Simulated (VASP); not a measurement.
Input:

```
CELL_PARAMETERS angstrom
     -2.18811     2.18811     2.18811
      2.18811    -2.18811     2.18811
      2.18811     2.18811    -2.18811
ATOMIC_POSITIONS crystal
  Eu 0.00000 0.00000 0.00000
```

The numbers are results of vdW-DF-cx, VASP's PBE PAW potentials (set 64) (plane waves; VASP), not measurements. Settings: 520 eV cut-off, 12×12×12 Γ-centred mesh, first-order Methfessel-Paxton smearing of 0.10 eV, potentials Eu_2.

The 4f electrons are frozen in the core of the lanthanide potential, so 4f levels, which can set the real gap, and their magnetism are missing.

Problem. Predict the energy per atom (σ→0), band gap (on the k-mesh) with the smallest direct gap where there is one.

Solution. 
```
Quantity                                                     Value
------------------------  ----------------------------------------
band gap (on the k-mesh)  none (metal, semimetal or under 0.01 eV)
energy per atom (σ→0)                                0.479 eV/atom
```

Only differences to runs with the same potentials and settings are physical.

The compound is Eu in the bcc structure. This cell is one point of a volume scan, at 1.06 of the reference volume.
